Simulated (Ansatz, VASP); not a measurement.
# Cross-check of CsSbSe3 between VASP and Ansatz, part 2 of 3

Aim: how closely do two programs agree when they are given the same cell, functional and k mesh? The cell is generated by rule, not measured, and may not be a known phase. The cell is taken from a series of runs on this material, whose earlier steps may have relaxed, scaled, displaced or heated it; both programs get it as it stands.

VASP 6.6.1 and Ansatz 0.2.0.

So far: Set-up; VASP: relaxation of cell and atoms, PBEsol, pair 1.

### 3. Ansatz: relaxation of cell and atoms, PBEsol, pair 1

Level of this step: Ansatz beside VASP: Kohn-Sham DFT, plane waves, PBEsol (Ansatz).

Ansatz runs on its PAW soft_1 files.

The same cell, functional, mesh and smearing now go to Ansatz, which takes its cutoff from its data sets.

input.yaml

```yaml
crystal:
  lattice:
    - [5.0529343919, 0.0, 0.0]
    - [0.0, 5.0529343919, 0.0]
    - [0.0, 0.0, 6.1625824257]
  atoms:
    - { symbol: Cs, position: [0.0, 0.0, 0.980808413] }
    - { symbol: Sb, position: [0.5, 0.5, 0.6043729386] }
    - { symbol: Se, position: [0.5, 0.0, 0.4454199884] }
    - { symbol: Se, position: [0.5, 0.5, 0.0020108589] }
    - { symbol: Se, position: [0.0, 0.5, 0.4454199884] }
kpoints:
  mp_grid: { grid: [8, 8, 6] }
hamiltonian:
  xc: pbesol
  pseudopotentials: { kind: paw, azcp: { folder: soft_1 }, xc_functional: pbe }
scf:
  occupations: { method: methfessel_paxton, width: 0.2 }
output:
  forces: true
  stress: true
  eigenvalues: true
relax:
  adjacent_minimum: "off"
  f_tol: 0.001
  max_steps: 60
  cell: { stress_tol: 0.01 }
```

Launch:

```console
> ansatz run input.yaml --threads 8 --pin off --max-ram 16384MiB --backend cpu --events-out ev --progress --plain --runs-dir out
```

Numbers of over 12 decimals in the logs are rounded to 6 here.

Output:

```text
Engine: ansatz 0.2.0, aarch64-unknown-linux-gnu
Pseudopotentials: kind: paw
Pseudopotential: Cs, paw, valence charge 9, recommended cutoff 420 eV (normal), soft_1/Cs.paw.azcp
Pseudopotential: Sb, paw, valence charge 15, recommended cutoff 420 eV (normal), soft_1/Sb.paw.azcp
Pseudopotential: Se, paw, valence charge 16, recommended cutoff 420 eV (normal), soft_1/Se.paw.azcp
Functional definition: PBEsol
  exchange = pbesol_x
  correlation = pbesol_c
Crystal: 5 atoms, lattice volume = 157.344 Å³
Basis set: ecut = 420 eV, 3089 PW (Γ), exchange–correlation on 72×72×90 points (8 copies of the dense FFT grid, shifted against one another)
Bands: 44, of which v1, the nominal top of the filled ones, is band 36 counted from 1 (35 counted from 0)
Symmetry: 8 space group operations
Space group: P4mm (ITA 99), of the structure as read, at distance tolerance 5.4e-5 Å
k-points: 60 of 384 (time reversal used)
Non-local potential: Cs, projectors of the file, l = 0: 3, l = 1: 2, l = 2: 2, l = 3: 2
Non-local potential: Sb, projectors of the file, l = 0: 2, l = 1: 2, l = 2: 2, l = 3: 1
Non-local potential: Se, projectors of the file, l = 0: 2, l = 1: 2, l = 2: 3, l = 3: 1
PAW form: soft (Blöchl's): semilocal exchange-correlation on the pseudo side does not see the compensation charge
PAW frozen core: Cs, regenerated for the run's functional, and the local potential with it (the file was generated under x = pbe(κ = 0.804, μ = 0.219515), c = pbe(β = 0.066725))
PAW frozen core: Sb, regenerated for the run's functional, and the local potential with it (the file was generated under x = pbe(κ = 0.804, μ = 0.219515), c = pbe(β = 0.066725))
PAW frozen core: Se, regenerated for the run's functional, and the local potential with it (the file was generated under x = pbe(κ = 0.804, μ = 0.219515), c = pbe(β = 0.066725))
PAW one-centre angular grid: Cs, 194 points (default); XC on 64 Gauss nodes
PAW one-centre angular grid: Sb, 590 points (default); XC on 64 Gauss nodes
PAW one-centre angular grid: Se, 590 points (default); XC on 64 Gauss nodes
Initial density: superposition of atomic densities (chi_scale 0.1, normalization cell, long waves kept (reshape's long-wave potential 0.01 eV rms))
Initial wavefunctions: pseudopotential atomic-orbital guess
Functional: x = pbesol(κ = 0.804, μ = 0.123457), c = pbesol(β = 0.046)
SCF iter   1: F=—  HF=-28270.603203 eV  |F-HF|=—  |Δ(HF+E_count)|=         —  Δρ=3.27e-2  dr2=4.42e0  ethr=3.10e-3  ⟨swp⟩=7.7  Hψ=11135  notcnv=0
preconditioner: auto → LDOS  [metal: Δε(μ)=0.004 eV  Ē_g=9.809 eV  σ=0.200 eV  W_gap=0.02  n_scr=36 (ndim 8)  ℏωp=16.2 eV  f_vac=0.017  D(μ)=3.51/eV (n_scr^D=18)  β→1.0]
SCF iter   2: F=—  HF=-28268.881713 eV  |F-HF|=—  |Δ(HF+E_count)|=    1.72e0  S|Δr|=    0.00e0  Δρ=1.45e-2  dr2=4.80e-1  ethr=3.10e-3  ⟨swp⟩=4.2  Hψ=4908  notcnv=0  defer=137
SCF iter   3: F=—  HF=-28268.761851 eV  |F-HF|=—  |Δ(HF+E_count)|=   1.20e-1  S|Δr|=    0.00e0  Δρ=5.03e-3  dr2=1.13e-1  ethr=6.67e-4  ⟨swp⟩=3.0  Hψ=5689  notcnv=0  defer=150
SCF iter   4: F=—  HF=-28268.731086 eV  |F-HF|=—  |Δ(HF+E_count)|=   3.08e-2  S|Δr|=    0.00e0  Δρ=1.43e-3  dr2=6.58e-3  ethr=1.57e-4  ⟨swp⟩=2.1  Hψ=4490  notcnv=0  defer=149
SCF iter   5: F=—  HF=-28268.729570 eV  |F-HF|=—  |Δ(HF+E_count)|=   1.52e-3  S|Δr|=    0.00e0  Δρ=4.00e-4  dr2=4.61e-4  ethr=9.14e-6  ⟨swp⟩=2.3  Hψ=3687  notcnv=0  defer=149
SCF iter   6: F=—  HF=-28268.729592 eV  |F-HF|=—  |Δ(HF+E_count)|=   2.15e-5  S|Δr|=    0.00e0  Δρ=1.55e-4  dr2=6.72e-5  ethr=6.40e-7  ⟨swp⟩=2.9  Hψ=4657  notcnv=0  defer=149
SCF iter   7: F=—  HF=-28268.729624 eV  |F-HF|=—  |Δ(HF+E_count)|=   3.18e-5  S|Δr|=    0.00e0  Δρ=4.90e-5  dr2=4.41e-6  ethr=9.34e-8  ⟨swp⟩=2.0  Hψ=4716  notcnv=0  defer=149
SCF iter   8: F=—  HF=-28268.729623 eV  |F-HF|=—  |Δ(HF+E_count)|=   2.41e-7  S|Δr|=    0.00e0  Δρ=1.55e-5  dr2=4.95e-7  ethr=6.12e-9  ⟨swp⟩=2.0  Hψ=4668  notcnv=0  defer=149
SCF iter   9: F=-28268.729623 eV  HF=-28268.729623 eV  |F-HF|=2.90e-8  |Δ(HF+E_count)|=   6.26e-8  S|Δr|=    0.00e0  Δρ=5.00e-6  dr2=5.91e-8  ethr=1.39e-10  ⟨swp⟩=13.6  Hψ=14140  notcnv=0
SCF 1 converged in 9 iterations: F = -28268.729623 eV  dr2 = 5.91e-8
  greatest PAW one-centre occupation: 1.000 electrons in one spin orbital (limit 2), on the Se atom at site 3 (counted from 0), in its partial waves of l = 2
relax step   1: F+E_penalty+E_count = -28268.72962336 eV  Δ(F+E_penalty+E_count) = +0.000e0 eV  max|allowed force component| = 7.136e-3 eV/Å  Δτ_max = 0.0000 Å  P = +0.002 GPa  Ω = 157.344 Å³  (9 SCF iters, dr2 threshold 1.00e-7 eV, accepted)
[...]
relax step   2: F+E_penalty+E_count = -28268.72962714 eV  Δ(F+E_penalty+E_count) = -3.782e-6 eV  max|allowed force component| = 2.751e-3 eV/Å  Δτ_max = 0.0010 Å  P = -0.001 GPa  Ω = 157.354 Å³  energy of the carried Pulay correction = -6.228e-7 eV  (5 SCF iters, dr2 threshold 3.18e-9 eV, accepted)
[...]
relax step   3: F+E_penalty+E_count = -28268.72962981 eV  Δ(F+E_penalty+E_count) = -2.677e-6 eV  max|allowed force component| = 8.573e-4 eV/Å  Δτ_max = 0.0005 Å  P = -0.002 GPa  Ω = 157.335 Å³  energy of the carried Pulay correction = +5.773e-7 eV  (5 SCF iters, dr2 threshold 4.73e-10 eV, accepted)
[...]
relax step   4: F+E_penalty+E_count = -28268.72963019 eV  Δ(F+E_penalty+E_count) = -3.742e-7 eV  max|allowed force component| = 8.550e-4 eV/Å  Δτ_max = 0.0000 Å  P = -0.002 GPa  Ω = 157.335 Å³  stress off target by 5.15e-3 GPa  SCF on the basis re-selected at this cell (its energy is not comparable with the rows above)  (6 SCF iters)
basis re-selected at this cell: Δ(F+E_penalty+E_count) = -3.742e-7 eV, ΔP = -0.000 GPa vs the last step (what re-selecting the basis moved, of the pressure what is left beyond the Pulay correction that the steps carried, after the strain that the cell walked since its last selection, with what the two solves' SCF thresholds leave and, on support functions, any second-order correction that the steps lacked; it is no m [...]
SCF converged after 6 iterations
Stability not checked: this state was not tested for a lower state beside it, because cold or Methfessel-Paxton smearing, or corrected tetrahedra, fill the levels in a way that the test cannot read (fill_not_monotonic; see scf.lower_state_search)
Free energy (F): -28268.729630 eV
Harris-Foulkes:  -28268.729630 eV  (|F-HF|=0.00e0)
Internal energy: -28268.713750 eV  (E = F + TS)
E sigma→0 (E₀):  -28268.725660 eV
Entropy (-TS):   -0.015880 eV (-3.176 meV/atom)
Fermi energy:    6.311391 eV
Step filling:    the computed levels leave a gap of 0.0047 eV = 0.0 smearing widths at the electron count; against every level under it full and every level over it empty, smearing changes F+E_penalty+E_count by -12.479 meV and its σ→0 estimate by -8.509 meV
--- Per-component energies (eV) ---
  E_band       = -1453.325708
  E_kinetic    = 638.377021
  E_local      = -11155.823684  (includes V_loc(G=0)·N_el)
  E_nonlocal   = -641.474952
  E_hartree    = 5569.683653
  E_xc         = -528.941261
  E_vxc        = -497.938709  (∫ρ·V_xc dr)
  E_paw        = -15705.322320  (= ΣΔE_a)
  E_vpaw       = -935.831689  (= ΣTr[D̂ρ^β])
  E_aug_tail   = -0.001006  (compensation charges beyond the density's cutoff)
  E_ewald      = -6448.712575
  E_core_change = 3.501375  (= ΣΔE_core)
  E_smearing   = -0.015880  (= −TS)
  E_closure    = -0.000000  (closes the sum)
  Σ components = -28268.729630   (vs F -28268.729630, Δ=0.00e0)
--- Forces (eV/Å), atoms counted from 1 ---
  atom   1  Cs    -0.00000000    -0.00000000    -0.00058966
  atom   2  Sb    -0.00000000     0.00000000     0.00085509
  atom   3  Se     0.00000000    -0.00000000    -0.00007187
  atom   4  Se     0.00000000     0.00000000    -0.00012124
  atom   5  Se    -0.00000000     0.00000000    -0.00007187
  max |Σ_I F_I| component: 4.50e-7 eV/Å
--- Stress (GPa, compression-positive) ---
        0.000210      -0.000000       0.000000
       -0.000000       0.000210       0.000000
        0.000000       0.000000      -0.005154
  P = ⅓ Tr σ = -0.0016 GPa (-0.016 kbar)
--- Band table (eV; the first three rows and the last of 60) ---
  k-point 0: bands = [... 32 lower, 5.5242, 5.6434, 5.6434, 6.1109, 6.1109, 9.1375, 9.1375, 9.7617, ... 4 higher]
  k-point 1: bands = [... 32 lower, 5.3308, 5.5684, 5.5684, 6.0540, 6.0540, 9.4485, 9.4485, 10.0458, ... 4 higher]
  k-point 2: bands = [... 32 lower, 5.2362, 5.4287, 5.4287, 5.9610, 5.9610, 9.8674, 10.1561, 10.1561, ... 4 higher]
  k-point 59: bands = [... 32 lower, 5.7015, 6.2729, 6.2729, 6.6837, 7.0921, 8.2943, 8.2943, 10.4347, ... 4 higher]
--- Relaxed structure (3 steps of the walk, 3 accepted, 1 SCFs on fresh bases) ---
  F+E_penalty+E_count = -28268.72963019 eV   max|allowed force component| = 8.550e-4 eV/Å   (the final SCF, on the basis selected at the relaxed cell)
  cell:  # Å, volume = 157.3346 Å³
    - [5.053726, 0, -2.9973953313168304e-19]
    - [0, 5.053726, 0]
    - [-3.6556373700911274e-19, 0, 6.160287]
  atoms:
    - { symbol: Cs, position: [0, 0, 0.980809] }
    - { symbol: Sb, position: [0.5, 0.5, 0.604244] }
    - { symbol: Se, position: [0.5, 0, 0.445436] }
    - { symbol: Se, position: [0.5, 0.5, 0.00210665] }
    - { symbol: Se, position: [0, 0.5, 0.445436] }
```

Reading the cycles: dr2 is the Hartree energy of the density residual (eV), the measure of convergence; HF is the Harris–Foulkes estimate of the energy, which meets the free energy F at convergence.

### 4. Differences

Known differences besides the potentials themselves: the data sets hold 72 valence electrons in Ansatz (on its PAW soft_1 files) and 32 in VASP; the cutoff is 420 eV in Ansatz and 500 eV in VASP; Ansatz makes its cores anew for this functional, VASP keeps those of its PBE data sets; Ansatz adds a Pulay correction to the stress that steers its cell, VASP none. Total energies have different zeros and are not compared.

Both answers:

```csv
quantity,Ansatz,VASP,difference
volume (Å³),157.33,157.73,-0.25 %
"edge a after relaxation, in the typed setting (Å)",5.054,5.058,-0.09 %
"edge c after relaxation, in the typed setting (Å)",6.160,6.165,-0.07 %
```

### 5. VASP: relaxation of cell and atoms, PBEsol, pair 2

The relaxed volume is the usual yardstick between codes: in a stiff, nearly cubic crystal its relative difference is about their pressure difference at one cell divided by the bulk modulus. This pair takes another cell of the material, with 10 atoms against 5 for the pair before.

INCAR

```
SYSTEM = CsSbSe3
PREC = Accurate
ENCUT = 500
EDIFF = 1E-07
NELM = 120
ISMEAR = 1
SIGMA = 0.2
LREAL = .FALSE.
ALGO = Normal
GGA = PS
NBANDS = 42
LORBIT = 11
LWAVE = .FALSE.
LCHARG = .FALSE.
ISIF = 3
IBRION = 2
NSW = 80
EDIFFG = -0.005
LASPH = .TRUE.
GGA_COMPAT = .FALSE.
NELMIN = 4
KPAR = 2
```

POSCAR

```
CsSbSe3
1.0
    5.3119880000      0.0000000000      0.0000000000
    0.0000000000      5.3119880000      0.0000000000
    0.0000000000      0.0000000000     10.9971140000
Cs Sb Se
2 2 6
Direct
    0.0000000000      0.0000000000      0.5000000000
    0.0000000000      0.0000000000      0.0000000000
    0.5000000000      0.5000000000      0.2394090850
    0.5000000000      0.5000000000      0.7605909150
    0.5000000000      0.5000000000      0.0000000000
    0.5000000000      0.5000000000      0.5000000000
    0.5000000000      0.0000000000      0.2904502945
    0.5000000000      0.0000000000      0.7095497055
    0.0000000000      0.5000000000      0.2904502945
    0.0000000000      0.5000000000      0.7095497055
```

KPOINTS

```
Automatic mesh
0
Gamma
8 8 4
0 0 0
```

Potentials, in the order of the species: Cs_sv, Sb and Se (PBE family, release 64).

Launch:

```console
> mpirun -np 2 vasp_std
```

Output:

```text
[banner, memory and clock lines left out]
running    2 mpi-ranks, on    1 nodes
[...]
[... a notice as in an earlier step ...]

 LDA part: xc-table for (Slater+PW92), standard interpolation
 POSCAR, INCAR and KPOINTS ok, starting setup
[...]
entering main loop
       N       E                     dE             d eps       ncg     rms          rms(c)
DAV:   1     0.398915905146E+03    0.39892E+03   -0.24423E+04  3780   0.124E+03
DAV:   2     0.379859930112E+01   -0.39512E+03   -0.38071E+03  4778   0.206E+02
DAV:   3    -0.380771183816E+02   -0.41876E+02   -0.40816E+02  4438   0.757E+01
DAV:   4    -0.389421790571E+02   -0.86506E+00   -0.86058E+00  4574   0.121E+01
[...]
DAV:  14    -0.374592502949E+02   -0.56891E-06   -0.67063E-06  4640   0.945E-03    0.418E-03
DAV:  15    -0.374592501430E+02    0.15188E-06   -0.13626E-06  4580   0.431E-03    0.947E-04
DAV:  16    -0.374592501561E+02   -0.13017E-07   -0.10965E-07  2960   0.123E-03
   1 F= -.37459250E+02 E0= -.37454271E+02  d E =-.374593E+02
[...]
N       E                     dE             d eps       ncg     rms          rms(c)
DAV:   1    -0.374604220802E+02   -0.11719E-02   -0.23628E-02  4316   0.531E-01    0.156E-01
DAV:   2    -0.374596434567E+02    0.77862E-03   -0.13016E-03  4142   0.126E-01    0.679E-02
DAV:   3    -0.374593978258E+02    0.24563E-03   -0.75924E-04  4294   0.868E-02    0.203E-02
DAV:   4    -0.374593918770E+02    0.59489E-05   -0.19442E-05  4500   0.185E-02    0.128E-02
DAV:   5    -0.374593890156E+02    0.28614E-05   -0.48890E-06  4532   0.895E-03    0.778E-03
DAV:   6    -0.374593876592E+02    0.13564E-05   -0.18115E-06  4394   0.515E-03    0.283E-03
DAV:   7    -0.374593875837E+02    0.75491E-07   -0.16643E-07  3090   0.155E-03
   2 F= -.37459388E+02 E0= -.37454400E+02  d E =-.137428E-03
 trial-energy change:   -0.000137  1 .order   -0.000141   -0.000318    0.000036
 step:   0.8934(harm=  0.8996)  dis= 0.00027  next Energy=   -37.459389 (dE=-0.139E-03)
 reached required accuracy - stopping structural energy minimisation
```

From OUTCAR (step 5):

```text
  Total       -0.0151444     -0.0151444     -0.0257502      0.0000000     -0.0000000      0.0000000
  in kB       -0.0780276     -0.0780276     -0.1326715      0.0000000     -0.0000000      0.0000000
  external PRESSURE =      -0.0962423 kB  Pullay stress =       0.0000000 kB

 POSITION                                       TOTAL-FORCE (eV/Angst)
 -----------------------------------------------------------------------------------
      0.00000      0.00000      5.50258         0.000000      0.000000      0.000000
      0.00000      0.00000      0.00000         0.000000      0.000000      0.000000
      2.65784      2.65784      2.63504         0.000000      0.000000      0.002800
      2.65784      2.65784      8.37013         0.000000     -0.000000     -0.002800
      2.65784      2.65784      0.00000         0.000000      0.000000      0.000000
      2.65784      2.65784      5.50258         0.000000      0.000000      0.000000
      2.65784      0.00000      3.19626         0.000000     -0.000000     -0.003497
      2.65784      0.00000      7.80891        -0.000000      0.000000      0.003497
      0.00000      2.65784      3.19626        -0.000000     -0.000000     -0.003497
      0.00000      2.65784      7.80891         0.000000      0.000000      0.003497
 -----------------------------------------------------------------------------------
    total drift:                                0.000000      0.000000     -0.000000

  FREE ENERGIE OF THE ION-ELECTRON SYSTEM (eV)
  ---------------------------------------------------
  free  energy   TOTEN  =       -37.4593875837 eV

  energy  without entropy=      -37.4444244422  energy(sigma->0) =      -37.45439987

[... 1 part as in an earlier step ...]

[... 3 further parts left out ...]
[key lines of the parts left out:]
E-fermi :   2.5220
```

The run keeps the 16 symmetry operations of its start, so it cannot find a distortion of lower symmetry.

### 6. Ansatz: relaxation of cell and atoms, PBEsol, pair 2

The same cell, functional, mesh and smearing now go to Ansatz, which takes its cutoff from its data sets.

The cell is taken from a series of runs on this material, whose earlier steps may have relaxed, scaled, displaced or heated it; both programs get it as it stands.

input.yaml, the sections that differ from step 3:

```yaml
crystal:
  lattice:
    - [5.3119878392, 0.0, 0.0]
    - [0.0, 5.3119878392, 0.0]
    - [0.0, 0.0, 10.9971142129]
  atoms:
    - { symbol: Cs, position: [0.0, 0.0, 0.5] }
    - { symbol: Cs, position: [0.0, 0.0, 0.0] }
    - { symbol: Sb, position: [0.5, 0.5, 0.2394091075] }
    - { symbol: Sb, position: [0.5, 0.5, 0.7605908925] }
    - { symbol: Se, position: [0.5, 0.5, 0.0] }
    - { symbol: Se, position: [0.5, 0.5, 0.5] }
    - { symbol: Se, position: [0.5, 0.0, 0.2904503252] }
    - { symbol: Se, position: [0.5, 0.0, 0.7095496748] }
    - { symbol: Se, position: [0.0, 0.5, 0.2904503252] }
    - { symbol: Se, position: [0.0, 0.5, 0.7095496748] }
kpoints:
  mp_grid: { grid: [8, 8, 4] }
# hamiltonian, scf, output, relax: as in step 3
```

Launch:

```console
> ansatz run input.yaml --threads 8 --pin off --max-ram 16384MiB --backend cpu --events-out ev --progress --plain --runs-dir out
```

Output:

```text
[...]
Crystal: 10 atoms, lattice volume = 310.308 Å³
Basis set: ecut = 420 eV, 6045 PW (Γ), exchange–correlation on 72×72×150 points (8 copies of the dense FFT grid, shifted against one another)
Bands: 87, of which v1, the nominal top of the filled ones, is band 72 counted from 1 (71 counted from 0)
Symmetry: 16 space group operations
[...]
k-points: 45 of 256
[...]
- { symbol: Sb, position: [0.500000, 0.500000, 0.239409] }
    - { symbol: Sb, position: [0.500000, 0.500000, 0.7605908925] }
    - { symbol: Se, position: [0.500000, 0.500000, 0.0] }
    - { symbol: Se, position: [0.500000, 0.500000, 0.5] }
    - { symbol: Se, position: [0.500000, 0.0, 0.2904503252] }
    - { symbol: Se, position: [0.500000, 0.0, 0.7095496748] }
    - { symbol: Se, position: [0.0, 0.500000, 0.2904503252] }
    - { symbol: Se, position: [0.0, 0.500000, 0.7095496748] }
[key lines of the parts left out:]
SCF converged after 6 iterations
Free energy (F): -56536.789658 eV
Fermi energy:    6.470815 eV
P = ⅓ Tr σ = -0.0015 GPa (-0.015 kbar)
```

### 7. Side by side

What differs besides the data sets and the points named for the pairs above, as far as they apply: the data sets hold 144 valence electrons in Ansatz (on its PAW soft_1 files) and 64 in VASP. Total energies have different zeros and are not compared.

Compared:

```csv
quantity,Ansatz,VASP,difference
volume (Å³),310.31,310.97,-0.21 %
"edge a after relaxation, in the typed setting (Å)",5.312,5.316,-0.07 %
"edge c after relaxation, in the typed setting (Å)",10.997,11.005,-0.07 %
```

[end of part 2 of 3]

[Lines on the potential files, build, host, timing and source positions are cut from VASP's logs without a mark.]

[Logs are printed without paths, hosts, clocks, repeated set-up lines and the standing remarks that a program may print on its own settings, such as how far it seeks lower states.]

[Hosts, paths, dates, database ids (printed as entryN), source tags and the programs' standing remarks are cut or masked in the printed files.]
